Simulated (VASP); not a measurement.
# Lattice vibrations of Tm, part 2 of 3

Aim: the phonon dispersion and thermal properties of Tm. The start is a cell from a database of measured crystal structures.

VASP 6.6.1; PBEsol, 4f electrons in the core; plane waves and PAW (Tm_3).

Still holding for the runs below: The data set Tm_3 holds the 4f electrons frozen in the core, so no f bands or f moments appear.

So far. Step 2 (Relax the host): The run ended after 5 ionic steps, 0.022 eV below its first step, once forces and stress met EDIFFG = -0.02. Step 3 (Tight relaxation): The run ended after 3 ionic steps, 0.000 eV below its first step, once forces and stress met EDIFFG = -0.002.

## 4. Force constants in the supercell

System of this step: Tm. The structure is hexagonal, space group P6_3/mmc (No. 194). The conventional cell has a = 3.500 Å, b = 3.500 Å, c = 5.407 Å, α = 90.00°, β = 90.00°, γ = 120.00°. Nearest to Tm lie 12 Tm at 3.38 to 3.50 Å.

Each independent atom is moved by 0.015 Å both ways; the forces give the force constants out to half the supercell.

Input file INCAR:

```
SYSTEM = Tm
PREC = Accurate
ENCUT = 350
EDIFF = 1E-07
NELM = 120
ISMEAR = 1
SIGMA = 0.2
LREAL = Auto
ALGO = Fast
GGA = PS
NBANDS = 188
LASPH = .TRUE.
LWAVE = .FALSE.
LCHARG = .FALSE.
KPAR = 4
IBRION = 6
NSW = 1
NFREE = 2
POTIM = 0.015
ISIF = 0
ADDGRID = .TRUE.
```

Input file POSCAR:

```
Tm
1.0
   10.5008430189      0.0000000000      0.0000000000
   -5.2504215093      9.0939968154      0.0000000000
    0.0000000000      0.0000000000     10.8138261134
Tm
36
Direct
    0.2222222222      0.1111111111      0.3750000000
    0.2222222222      0.1111111111      0.8750000000
    0.2222222222      0.4444444444      0.3750000000
    0.2222222222      0.4444444444      0.8750000000
    0.2222222222      0.7777777778      0.3750000000
    0.2222222222      0.7777777778      0.8750000000
    0.5555555556      0.1111111111      0.3750000000
    0.5555555556      0.1111111111      0.8750000000
    0.5555555556      0.4444444444      0.3750000000
    0.5555555556      0.4444444444      0.8750000000
    0.5555555556      0.7777777778      0.3750000000
    0.5555555556      0.7777777778      0.8750000000
    0.8888888889      0.1111111111      0.3750000000
    0.8888888889      0.1111111111      0.8750000000
    0.8888888889      0.4444444444      0.3750000000
    0.8888888889      0.4444444444      0.8750000000
    0.8888888889      0.7777777778      0.3750000000
    0.8888888889      0.7777777778      0.8750000000
    0.1111111111      0.2222222222      0.1250000000
    0.1111111111      0.2222222222      0.6250000000
    0.1111111111      0.5555555556      0.1250000000
    0.1111111111      0.5555555556      0.6250000000
    0.1111111111      0.8888888889      0.1250000000
    0.1111111111      0.8888888889      0.6250000000
    0.4444444444      0.2222222222      0.1250000000
    0.4444444444      0.2222222222      0.6250000000
    0.4444444444      0.5555555556      0.1250000000
    0.4444444444      0.5555555556      0.6250000000
    0.4444444444      0.8888888889      0.1250000000
    0.4444444444      0.8888888889      0.6250000000
    0.7777777778      0.2222222222      0.1250000000
    0.7777777778      0.2222222222      0.6250000000
    0.7777777778      0.5555555556      0.1250000000
    0.7777777778      0.5555555556      0.6250000000
    0.7777777778      0.8888888889      0.1250000000
    0.7777777778      0.8888888889      0.6250000000
```

Input file KPOINTS:

```
Automatic mesh
0
Gamma
4 4 3
0 0 0
```

Potentials, in the order of the species: Tm_3 (PBE family, release 64).

Started as:

```
mpirun -np 4 vasp_std
```

The program printed:

```text
[banner, memory and clock lines left out]
running    4 mpi-ranks, on    1 nodes
 distrk:  each k-point on    1 cores,    4 groups
 distr:  one band on    1 cores,    1 groups

 POSCAR found type information on POSCAR Tm
 POSCAR found :  1 types and      36 ions
 [... a notice as in an earlier step ...]

 LDA part: xc-table for (Slater+PW92), standard interpolation
 POSCAR, INCAR and KPOINTS ok, starting setup
 FFT: planning ... GRIDC
 FFT: planning ... GRID_SOFT
 FFT: planning ... GRID
 WAVECAR not read
 entering main loop
       N       E                     dE             d eps       ncg     rms          rms(c)
DAV:   1     0.231222406365E+04    0.23122E+04   -0.11181E+05  3008   0.127E+03
DAV:   2     0.111377596038E+03   -0.22008E+04   -0.21655E+04  3008   0.603E+02
DAV:   3    -0.140495824208E+03   -0.25187E+03   -0.23476E+03  5080   0.118E+02
DAV:   4    -0.172447311523E+03   -0.31951E+02   -0.29412E+02  5016   0.279E+01
DAV:   5    -0.175698322227E+03   -0.32510E+01   -0.28844E+01  4880   0.847E+00    0.103E+02
RMM:   6    -0.175793845995E+03   -0.95524E-01   -0.15468E+00  3171   0.377E+00    0.618E+01
RMM:   7    -0.176175038352E+03   -0.38119E+00   -0.29821E+00  3727   0.377E+00    0.185E+00
RMM:   8    -0.176254896205E+03   -0.79858E-01   -0.93074E-01  4111   0.143E+00    0.570E-01
RMM:   9    -0.176291518548E+03   -0.36622E-01   -0.39520E-01  4780   0.711E-01    0.167E-01
RMM:  10    -0.176316147719E+03   -0.24629E-01   -0.24923E-01  4207   0.323E-01    0.945E-02
RMM:  11    -0.176332855833E+03   -0.16708E-01   -0.16420E-01  4337   0.209E-01    0.334E-02
RMM:  12    -0.176344741034E+03   -0.11885E-01   -0.11652E-01  4686   0.142E-01    0.343E-02
RMM:  13    -0.176352789819E+03   -0.80488E-02   -0.78893E-02  4359   0.105E-01    0.101E-01
RMM:  14    -0.176358666933E+03   -0.58771E-02   -0.58027E-02  4067   0.816E-02    0.467E-02
WARNING in EDDRMM: call to ZHEGV failed, returncode =   8  4    116
RMM:  15    -0.176362653575E+03   -0.39866E-02   -0.39280E-02  4694   0.658E-02    0.467E-02
RMM:  16    -0.176365595079E+03   -0.29415E-02   -0.29009E-02  3404   0.506E-02    0.500E-02
RMM:  17    -0.176367627128E+03   -0.20320E-02   -0.20063E-02  3146   0.419E-02    0.643E-02
RMM:  18    -0.176369122682E+03   -0.14956E-02   -0.14793E-02  3162   0.345E-02    0.543E-02
RMM:  19    -0.176370165281E+03   -0.10426E-02   -0.10329E-02  3983   0.303E-02    0.295E-02
RMM:  20    -0.176370924308E+03   -0.75903E-03   -0.75311E-03  3203   0.251E-02    0.113E-02
RMM:  21    -0.176371464180E+03   -0.53987E-03   -0.53363E-03  3083   0.212E-02    0.815E-03
RMM:  22    -0.176371862147E+03   -0.39797E-03   -0.39094E-03  2760   0.175E-02    0.779E-03
RMM:  23    -0.176372141321E+03   -0.27917E-03   -0.27448E-03  2728   0.147E-02    0.530E-03
RMM:  24    -0.176372342009E+03   -0.20069E-03   -0.19915E-03  2703   0.124E-02    0.367E-03
RMM:  25    -0.176372482996E+03   -0.14099E-03   -0.14031E-03  2673   0.104E-02    0.555E-03
RMM:  26    -0.176372584246E+03   -0.10125E-03   -0.10052E-03  2617   0.867E-03    0.626E-03
RMM:  27    -0.176372655351E+03   -0.71106E-04   -0.70499E-04  2580   0.727E-03    0.208E-03
RMM:  28    -0.176372705285E+03   -0.49934E-04   -0.49515E-04  2547   0.627E-03    0.163E-03
RMM:  29    -0.176372740703E+03   -0.35418E-04   -0.34781E-04  2514   0.520E-03    0.161E-03
RMM:  30    -0.176372765167E+03   -0.24464E-04   -0.23351E-04  2475   0.440E-03    0.114E-03
RMM:  31    -0.176372780959E+03   -0.15791E-04   -0.15763E-04  1578   0.367E-03    0.100E-03
RMM:  32    -0.176372790946E+03   -0.99875E-05   -0.99707E-05  1539   0.315E-03    0.892E-04
RMM:  33    -0.176372797228E+03   -0.62824E-05   -0.63073E-05  1498   0.268E-03    0.885E-04
RMM:  34    -0.176372800537E+03   -0.33082E-05   -0.33349E-05  1472   0.230E-03    0.831E-04
RMM:  35    -0.176372802159E+03   -0.16223E-05   -0.16675E-05  1395   0.197E-03    0.981E-04
RMM:  36    -0.176372802356E+03   -0.19714E-06   -0.24379E-06  1383   0.170E-03    0.108E-03
RMM:  37    -0.176372801795E+03    0.56111E-06    0.51680E-06  1328   0.146E-03    0.129E-03
RMM:  38    -0.176372800554E+03    0.12410E-05    0.12028E-05  1289   0.127E-03    0.135E-03
RMM:  39    -0.176372799104E+03    0.14501E-05    0.14110E-05  1230   0.109E-03    0.144E-03
RMM:  40    -0.176372797408E+03    0.16961E-05    0.16615E-05  1203   0.973E-04    0.145E-03
RMM:  41    -0.176372795696E+03    0.17113E-05    0.16780E-05  1161   0.849E-04    0.153E-03
RMM:  42    -0.176372793901E+03    0.17954E-05    0.17663E-05  1134   0.750E-04    0.155E-03
RMM:  43    -0.176372792193E+03    0.17082E-05    0.16825E-05  1100   0.645E-04    0.150E-03
RMM:  44    -0.176372790529E+03    0.16641E-05    0.16448E-05  1130   0.596E-04    0.135E-03
[...]
RMM:  79    -0.176372769962E+03    0.16646E-06    0.16576E-06   486   0.169E-04    0.539E-04
RMM:  80    -0.176372769809E+03    0.15240E-06    0.15257E-06   480   0.168E-04    0.539E-04
RMM:  81    -0.176372769657E+03    0.15219E-06    0.15050E-06   483   0.168E-04    0.540E-04
RMM:  82    -0.176372769518E+03    0.13971E-06    0.13895E-06   476   0.167E-04    0.541E-04
RMM:  83    -0.176372769380E+03    0.13734E-06    0.13700E-06   463   0.166E-04    0.541E-04
RMM:  84    -0.176372769253E+03    0.12744E-06    0.12684E-06   454   0.165E-04    0.541E-04
RMM:  85    -0.176372769127E+03    0.12572E-06    0.12502E-06   451   0.165E-04    0.542E-04
RMM:  86    -0.176372769011E+03    0.11626E-06    0.11590E-06   459   0.165E-04    0.544E-04
RMM:  87    -0.176372768896E+03    0.11512E-06    0.11424E-06   446   0.164E-04    0.545E-04
RMM:  88    -0.176372768789E+03    0.10689E-06    0.10622E-06   432   0.163E-04    0.546E-04
RMM:  89    -0.176372768684E+03    0.10458E-06    0.10460E-06   422   0.162E-04    0.546E-04
RMM:  90    -0.176372768587E+03    0.97574E-07    0.97537E-07   419   0.161E-04
   1 F= -.17637277E+03 E0= -.17638794E+03  d E =0.455099E-01
 Found     2 degrees of freedom:
 Finite differences POTIM= 0.01500 DOF=   2
 bond charge predicted
       N       E                     dE             d eps       ncg     rms          rms(c)
DAV:   1    -0.176369623409E+03    0.31453E-02   -0.42838E-01 10260   0.228E+00    0.164E-01
RMM:   2    -0.176371486523E+03   -0.18631E-02   -0.20543E-02 10182   0.436E-01    0.710E-02
RMM:   3    -0.176372198990E+03   -0.71247E-03   -0.66439E-03 12318   0.222E-01    0.395E-02
RMM:   4    -0.176372256565E+03   -0.57575E-04   -0.56794E-04 12323   0.701E-02    0.272E-02
RMM:   5    -0.176372264147E+03   -0.75816E-05   -0.14205E-04 10219   0.291E-02    0.178E-02
RMM:   6    -0.176372269906E+03   -0.57594E-05   -0.70907E-05 11979   0.152E-02    0.710E-03
RMM:   7    -0.176372273411E+03   -0.35046E-05   -0.35091E-05 10557   0.652E-03    0.296E-03
RMM:   8    -0.176372275021E+03   -0.16101E-05   -0.16850E-05  8239   0.365E-03    0.250E-03
RMM:   9    -0.176372276024E+03   -0.10029E-05   -0.10621E-05  7806   0.253E-03    0.176E-03
RMM:  10    -0.176372276569E+03   -0.54566E-06   -0.55860E-06  7305   0.185E-03    0.139E-03
RMM:  11    -0.176372276925E+03   -0.35541E-06   -0.36464E-06  6758   0.146E-03    0.723E-04
RMM:  12    -0.176372277134E+03   -0.20907E-06   -0.21526E-06  6369   0.130E-03    0.791E-04
RMM:  13    -0.176372277264E+03   -0.13007E-06   -0.13562E-06  5949   0.801E-04    0.756E-04
RMM:  14    -0.176372277333E+03   -0.68878E-07   -0.72086E-07  5554   0.681E-04
   2 F= -.17637228E+03 E0= -.17638745E+03  d E =0.455093E-01
[...]
3 F= -.17637227E+03 E0= -.17638744E+03  d E =0.455107E-01
[...]
WARNING in EDDRMM: call to ZHEGV failed, returncode =   6  3    115
[...]
4 F= -.17637223E+03 E0= -.17638741E+03  d E =0.455319E-01
 Finite differences progress:
  Degree of freedom:   2/  2
  Displacement:        1/  2
  Total:               3/  4
 bond charge predicted
       N       E                     dE             d eps       ncg     rms          rms(c)
DAV:   1    -0.176363361669E+03    0.88667E-02   -0.15904E+00  4640   0.428E+00    0.423E-01
RMM:   2    -0.176369924052E+03   -0.65624E-02   -0.74352E-02  4570   0.791E-01    0.347E-01
RMM:   3    -0.176371986482E+03   -0.20624E-02   -0.22383E-02  5438   0.383E-01    0.150E-01
RMM:   4    -0.176372153569E+03   -0.16709E-03   -0.21860E-03  5512   0.126E-01    0.569E-02
RMM:   5    -0.176372184322E+03   -0.30753E-04   -0.59081E-04  4662   0.541E-02    0.418E-02
RMM:   6    -0.176372205644E+03   -0.21322E-04   -0.27779E-04  5389   0.302E-02    0.178E-02
RMM:   7    -0.176372220037E+03   -0.14393E-04   -0.14142E-04  5272   0.129E-02    0.109E-02
RMM:   8    -0.176372226319E+03   -0.62822E-05   -0.66918E-05  4210   0.650E-03    0.436E-03
 num prob RMM:   9    -0.176372230533E+03   -0.42136E-05   -0.43825E-05  3711   0.523E-03    0.238E-03
RMM:  10    -0.176372232755E+03   -0.22221E-05   -0.22471E-05  3546   0.318E-03    0.201E-03
 num prob RMM:  11    -0.176372234315E+03   -0.15604E-05   -0.15861E-05  3456   0.272E-03    0.111E-03
RMM:  12    -0.176372235184E+03   -0.86885E-06   -0.88259E-06  3225   0.232E-03    0.120E-03
 num prob RMM:  13    -0.176372235805E+03   -0.62107E-06   -0.63484E-06  3059   0.132E-03    0.702E-04
RMM:  14    -0.176372236137E+03   -0.33211E-06   -0.33709E-06  2835   0.117E-03    0.650E-04
 num prob  num prob RMM:  15    -0.176372236362E+03   -0.22467E-06   -0.22862E-06  2423   0.794E-04    0.662E-04
RMM:  16    -0.176372236486E+03   -0.12384E-06   -0.12686E-06  2311   0.723E-04    0.558E-04
 num prob  num prob RMM:  17    -0.176372236580E+03   -0.93944E-07   -0.98319E-07  1960   0.640E-04
   5 F= -.17637224E+03 E0= -.17638741E+03  d E =0.455319E-01
 Finite differences progress:
  Degree of freedom:   2/  2
  Displacement:        2/  2
  Total:               4/  4
```

The job ended after 53 min (4 MPI ranks of Intel Xeon 6975P-C (Granite Rapids), shared host; peak memory 11 GiB).

(Continued in part 3 of 3.)

[Lines on the potential files, build, host, timing and source positions are cut from VASP's logs without a mark.]

[Logs are printed without paths, hosts, clocks, repeated set-up lines and the standing remarks that a program may print on its own settings, such as how far it seeks lower states.]

[Hosts, paths, dates, database ids (printed as entryN), source tags and the programs' standing remarks are cut or masked in the printed files.]

[Runs that stopped without an error message from VASP are left out.]
